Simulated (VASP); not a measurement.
# InFe2H3 (P4/mmm) in VASP: relaxation of cell and atoms with PBE

Aim: the relaxation of cell and atoms of InFe2H3 with PBE.

Everything below comes from runs of VASP 6.6.1. Logs are shortened: lines on timing, memory, paths and dates and some standing lists are left out, and cuts for length are marked.

## Step 1: The cell of the first run

It takes space group P4/mmm (No. 123, tetragonal). The conventional cell has a = 2.879 Å, b = 2.879 Å, c = 10.713 Å, α = 90.00°, β = 90.00°, γ = 90.00°. In (site symmetry 4/mmm) is surrounded by 8 Fe at 2.48 Å. Fe (site symmetry 4mm) is surrounded by 4 In at 2.48 Å and 1 Fe at 2.83 Å. H (site symmetry 4mm) has 8 H at 2.69 to 2.88 Å and 4 Fe at 2.98 Å as nearest neighbours. H (site symmetry 4/mmm) has 12 H at 2.69 to 2.88 Å as nearest neighbours.

The cell was built by a generator and needn't be a form met in nature.

## Step 2: Relaxation of cell and atoms, PBE, collinear spin, typed start (species swapped into the Er2Mg3Ru type (P4/mmm, No. 123))

Input file INCAR:

```
SYSTEM = InFe2H3
  PREC = Accurate
  ENCUT = 600
  EDIFF = 1E-6
  ISMEAR = 0
  SIGMA = 0.2
  LREAL = .FALSE.
  LASPH = .TRUE.
  NELM = 150
  ALGO = Fast
  ISIF = 3
  LWAVE = .FALSE.
  LCHARG = .FALSE.
  ISPIN = 2
  MAGMOM = 0 4 4 0 0 0
  LORBIT = 11
  LMAXMIX = 4
  GGA = PE
  IBRION = 2
  NSW = 36
  EDIFFG = -0.08
```

Input file KPOINTS:

```
regular mesh
0
G
  6 6 2
  0 0 0
```

Input file POSCAR:

```
InFe2H3
1.0
    2.8789818000      0.0000000000      0.0000000000
    0.0000000000      2.8789818000      0.0000000000
    0.0000000000      0.0000000000     10.7132658600
In Fe H
1 2 3
Direct
    0.0000000000      0.0000000000      0.0000000000
    0.5000000000      0.5000000000      0.8681410000
    0.5000000000      0.5000000000      0.1318590000
    0.0000000000      0.0000000000      0.6647679800
    0.0000000000      0.0000000000      0.3352320200
    0.5000000000      0.5000000000      0.5000000000
```

Potentials or basis: VASP PAW PBE potentials, release 64 (In_d, Fe, H).

Started as:

```sh
cat potpaw_PBE.64/In_d/POTCAR potpaw_PBE.64/Fe/POTCAR potpaw_PBE.64/H/POTCAR > POTCAR
mpirun -np 1 vasp_std > vasp.out
```

OUTCAR:

```text
SYSTEM = InFe2H3
   PREC = Accurate
   ENCUT = 600
   EDIFF = 1E-6
   ISMEAR = 0
   LREAL = .FALSE.
   LASPH = .TRUE.
   NELM = 150
   ISIF = 3
   ISPIN = 2
   LORBIT = 11
   GGA = PE
   IBRION = 2
   NSW = 36
   EDIFFG = -0.08

 ion  position               nearest neighbor table
   1  0.000  0.000  0.000-   2 2.48   3 2.48   2 2.48   3 2.48   2 2.48   3 2.48   2 2.48   3 2.48

   2  0.500  0.500  0.868-   1 2.48   1 2.48   1 2.48   1 2.48   3 2.83
   3  0.500  0.500  0.132-   1 2.48   1 2.48   1 2.48   1 2.48   2 2.83
   4  0.000  0.000  0.665-
   5  0.000  0.000  0.335-
   6  0.500  0.500  0.500-

  LATTYP: Found a simple tetragonal cell.
 ALAT       =     2.8789818000
 C/A-ratio  =     3.7211995783

  Lattice vectors:

 A1 = (   2.8789818000,   0.0000000000,   0.0000000000)
 A2 = (   0.0000000000,   2.8789818000,   0.0000000000)
 A3 = (   0.0000000000,   0.0000000000,  10.7132658600)

Analysis of symmetry for initial positions (statically):
=====================================================================
 Subroutine PRICEL returns:
 Original cell was already a primitive cell.

 Routine SETGRP: Setting up the symmetry group for a
 simple tetragonal supercell.

 Subroutine GETGRP returns: Found 16 space group operations
 (whereof 16 operations were pure point group operations)
 out of a pool of 16 trial point group operations.

The static configuration has the point symmetry D_4h.

Analysis of symmetry for dynamics (positions and initial velocities):
=====================================================================
 Subroutine PRICEL returns:
 Original cell was already a primitive cell.

 Routine SETGRP: Setting up the symmetry group for a
 simple tetragonal supercell.

 Subroutine GETGRP returns: Found 16 space group operations
 (whereof 16 operations were pure point group operations)
 out of a pool of 16 trial point group operations.

The dynamic configuration has the point symmetry D_4h.

Analysis of structural, dynamic, and magnetic symmetry:
=====================================================================
 Subroutine PRICEL returns:
 Original cell was already a primitive cell.

 Routine SETGRP: Setting up the symmetry group for a
 simple tetragonal supercell.

[... 121 lines left out ...]
   EFERMI =   0.00;   METHOD = LEGACY
   ISMEAR =     0;   SIGMA  =   0.20  broadening in eV -4-tet -1-fermi 0-gaus
   EFERMI_NEDOS =   21; number of points for ismear=-14 and -15
   IALGO  =     68    algorithm
   IMIX   =      4    mixing-type and parameters
     AMIX     =   0.40;   BMIX     =  1.00
     AMIX_MAG =   1.60;   BMIX_MAG =  1.00
  volume/ion in A,a.u.               =      14.80        99.87
  Fermi-wavevector in a.u.,A,eV,Ry     =   1.164997  2.201526 18.466081  1.357219
  Thomas-Fermi vector in A             =   2.301528
   LORBIT       =     11    0 simple, 1 ext, 2 COOP (PROOUT), +10 PAW based schemes
   GGA     = PE    functional components
   LHFCALC =     F    Hartree Fock is set to
   AEXX    =    0.0000 exact exchange contribution
   IVDW    =     0    specifies the selected vdW correction
   LEPSILON=     F    determine dielectric tensor
   LRPA    =     F    only Hartree local field effects (RPA)
 conjugate gradient relaxation of ions
 spin polarized calculation
 RMM-DIIS sequential band-by-band and
 Gauss-broadening in eV      SIGMA  =   0.20
  energy-cutoff  :      600.00
  volume of cell :       88.80
 maximum number of plane-waves:      2992
 NGX is ok and might be reduce to    24
   NGX = 11   NGY = 11   NGZ = 43

--------------------------------------- Ionic step        1  -------------------------------------------

 number of electron      31.9999991 magnetization       4.5609296

 Free energy of the ion-electron system (eV)
  ---------------------------------------------------
  ext. energy  EPLUGINS =         0.00000000
  ---------------------------------------------------
  free energy    TOTEN  =       -18.80600845 eV

  energy without entropy =      -18.71300507  energy(sigma->0) =      -18.75950676

------------------------ aborting loop because EDIFF is reached ----------------------------------------

  FORCE on cell =-STRESS in cart. coord.  units (eV):
  Direction    XX          YY          ZZ          XY          YZ          ZX
  --------------------------------------------------------------------------------------
  -------------------------------------------------------------------------------------
  Total        6.8185749      6.8185749      0.9336198      0.0000000      0.0000000     -0.0000000
  in kB      123.0281445    123.0281445     16.8453848      0.0000000      0.0000000     -0.0000000
  external PRESSURE =      87.6338913 kB  Pullay stress =       0.0000000 kB
[... 3380 lines left out ...]
     23      24.1227      0.00000
     24      30.3221      0.00000

[... ionic steps 4 to 26 ...]

--------------------------------------- Ionic step       27  -------------------------------------------

 number of electron      32.0000010 magnetization       4.4397840

------------------------ aborting loop because EDIFF is reached ----------------------------------------
[... 75 lines left out ...]
--------------------------------------- Ionic step       29  -------------------------------------------

 number of electron      32.0000011 magnetization       4.4337889

 Free energy of the ion-electron system (eV)
  ---------------------------------------------------
  ext. energy  EPLUGINS =         0.00000000
  ---------------------------------------------------
  free energy    TOTEN  =       -27.00693742 eV

  energy without entropy =      -26.91302293  energy(sigma->0) =      -26.95998018

 E-fermi :   6.2533     XC(G=0): -11.4180

 val. band max:        6.2426019603   @ k =   0.5000   0.5000   0.0000
 cond. band min:       6.2538714289   @ k =   0.1667   0.1667   0.0000
 fundamental gap:      0.0112694686
 Fermi energy:         6.2532730148
[... 1116 lines left out ...]
  FREE ENERGIE OF THE ION-ELECTRON SYSTEM (eV)
  ---------------------------------------------------
  free  energy   TOTEN  =       -27.0069374235 eV

  energy  without entropy=      -26.9130229328  energy(sigma->0) =      -26.95998018

 reached required accuracy - stopping structural energy minimisation

 total charge

# of ion       s       p       d       tot
------------------------------------------
    1        0.908   0.835   9.896  11.640
    2        0.373   0.407   6.278   7.057
    3        0.373   0.407   6.278   7.057
    4        0.496   0.019   0.000   0.515
    5        0.496   0.019   0.000   0.515
    6        0.543   0.019   0.000   0.562
--------------------------------------------------
tot          3.189   1.705  22.452  27.346

 magnetization (x)

# of ion       s       p       d       tot
------------------------------------------
    1        0.035  -0.033  -0.002   0.000
    2        0.018   0.018   2.210   2.246
    3        0.018   0.018   2.210   2.246
    4       -0.025   0.003   0.000  -0.022
    5       -0.025   0.003   0.000  -0.022
    6       -0.031   0.003   0.000  -0.028
--------------------------------------------------
tot         -0.011   0.012   4.418   4.419
```

CONTCAR:

```text
InFe2H3
   1.00000000000000
     2.6858842385336872    0.0000000000000000   -0.0000000000000000
    -0.0000000000000000    2.6858842385336872    0.0000000000000000
    -0.0000000000000000   -0.0000000000000000    8.0759581885677978
  In              Fe              H
     1     2     3
Direct
     0.0000000000000000    0.0000000000000000    0.0000000000000000
     0.5000000000000000    0.5000000000000000    0.7020430995211235
     0.5000000000000000    0.5000000000000000    0.2979569004788765
     0.0000000000000000    0.0000000000000000    0.6696101686639202
     0.0000000000000000    0.0000000000000000    0.3303898313360800
     0.5000000000000000    0.5000000000000000    0.5000000000000000

  0.00000000E+00  0.00000000E+00  0.00000000E+00
  0.00000000E+00  0.00000000E+00  0.00000000E+00
  0.00000000E+00  0.00000000E+00  0.00000000E+00
  0.00000000E+00  0.00000000E+00  0.00000000E+00
  0.00000000E+00  0.00000000E+00  0.00000000E+00
  0.00000000E+00  0.00000000E+00  0.00000000E+00
```

Run time: 28 min. Hardware: 1 thread of Intel Xeon 6975P-C (Granite Rapids), shared host; peak memory 0.36 GiB.

Results:

| Quantity | Value |
| --- | --- |
| Free energy | -27.0069 eV |
| Relaxed volume | 9.71 Å³/atom |
| Relaxed cell | a = 2.686 Å, b = 2.686 Å, c = 8.076 Å, α = 90.00°, β = 90.00°, γ = 90.00° |
| Space group after relaxing (to 0.05 Å) | P4/mmm (No. 123) |
| Energy gained by relaxing | 1366.8 meV/atom |
| Ionic steps | 29 |
| Pressure after relaxing | 0.2 GPa |
| Largest force after relaxing | 0.079 eV/Å |
| Band gap on the k mesh | none (metal or under the smearing width) |
| Net moment | 4.43 μB per cell |
| Site moments | In +0.00; Fe +2.25; H -0.02, -0.03 μB |
| Valence electrons inside the program's atomic spheres | In 11.64; Fe 7.06; H 0.52, 0.56 |

Forces in eV/Å, atoms in the order of the input:
```
In   0.000  0.000  0.000
Fe   0.000  0.000  0.079
Fe   0.000  0.000 -0.079
H    0.000  0.000  0.018
H    0.000  0.000 -0.018
H    0.000  0.000  0.000
```

Stress tensor (GPa, compression positive):
```
-0.05  0.00  0.00
 0.00 -0.05  0.00
 0.00  0.00  0.58
```

The path:
```csv
step,energy change (eV),largest force (eV/Å),pressure (GPa),volume (Å³)
1,0.0000,3.6588,8.76,88.80
2,-1.0999,1.6437,-5.58,99.54
3,-1.1428,1.3647,-7.46,102.39
4,-2.4210,1.7896,-6.99,94.95
5,-5.1899,2.3339,-7.97,74.60
6,5.9980,4.3485,79.92,42.12
7,-4.6785,3.6737,2.38,66.32
8,-6.5657,3.4785,15.10,53.45
9,-6.5734,2.5484,33.34,47.60
10,-6.6723,2.9301,27.40,49.11
11,-6.9365,1.7010,26.76,48.53
12,-6.9702,1.3980,27.22,48.21
13,-7.2281,1.2239,21.59,49.68
14,-7.6845,0.8440,6.21,54.24
15,-7.7317,0.8021,-7.01,64.18
16,-7.8154,0.6976,-2.67,59.93
17,-7.8166,0.6878,-2.19,59.42
18,-7.8615,0.6644,-2.04,59.27
19,-7.9797,0.5658,-1.31,58.81
20,-8.1182,0.3601,1.54,57.81
21,-8.1275,0.2999,3.13,57.35
22,-8.1726,0.2039,0.58,58.79
23,-8.1816,0.1402,-0.77,59.79
24,-8.1816,0.1359,-0.88,59.85
25,-8.1870,0.1250,-0.44,59.43
26,-8.1907,0.2045,0.59,58.61
27,-8.1945,0.1801,0.50,58.53
28,-8.2007,0.0993,0.21,58.31
29,-8.2009,0.0793,0.16,58.26
```

Final structure:
```
In Fe H
1.0
     2.68588    0.00000    0.00000
     0.00000    2.68588    0.00000
     0.00000    0.00000    8.07596
In Fe H
1 2 3
Direct
  0.00000 0.00000 0.00000
  0.50000 0.50000 0.70204
  0.50000 0.50000 0.29796
  0.00000 0.00000 0.66961
  0.00000 0.00000 0.33039
  0.50000 0.50000 0.50000
```

Caveat: the k mesh is coarse (spacing up to 0.36 Å⁻¹), so the values aren't converged; the volume moved by over 15 % at a fixed basis, so the end points are rough; the relaxation stopped at a loose force limit of 0.08 eV/Å, so its end isn't a converged minimum.
